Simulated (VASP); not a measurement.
Here is the system:

```yaml
crystal:
  lattice:
    - [5.12107, 2.55537, 2.55537]
    - [2.55537, 5.12107, 2.55537]
    - [2.55537, 2.55537, 5.12107]
  atoms:
    - { symbol: Mn, position: [0.00000, 0.00000, 0.00000], spin: 4.1 }
    - { symbol: Mn, position: [0.50000, 0.50000, 0.50000], spin: -4.1 }
    - { symbol: S, position: [0.25000, 0.25000, 0.25000] }
    - { symbol: S, position: [0.75000, 0.75000, 0.75000] }
```

Method: PW91 GGA, VASP's PBE PAW potentials (set 64) (plane waves; VASP). Run with 520 eV cut-off, 8×8×8 Γ-centred mesh, tetrahedra with Blöchl corrections, potentials Mn_pv S.

The cores are frozen, which limits the accuracy of field gradients.

Question: Give the principal components of the electric field gradient (V/Å²) and the asymmetry η at each nucleus.

Answer: 
```
atom  Vxx  Vyy   Vzz     η
----  ---  ---  ----  ----
Mn1   1.4  1.4  -2.8  0.00
Mn2   1.4  1.4  -2.8  0.00
S3    1.9  1.9  -3.9  0.00
S4    1.9  1.9  -3.9  0.00
```

The compound is MnS in the rock salt, AFM-II order structure. It was relaxed first, which changed the volume by -5 %.
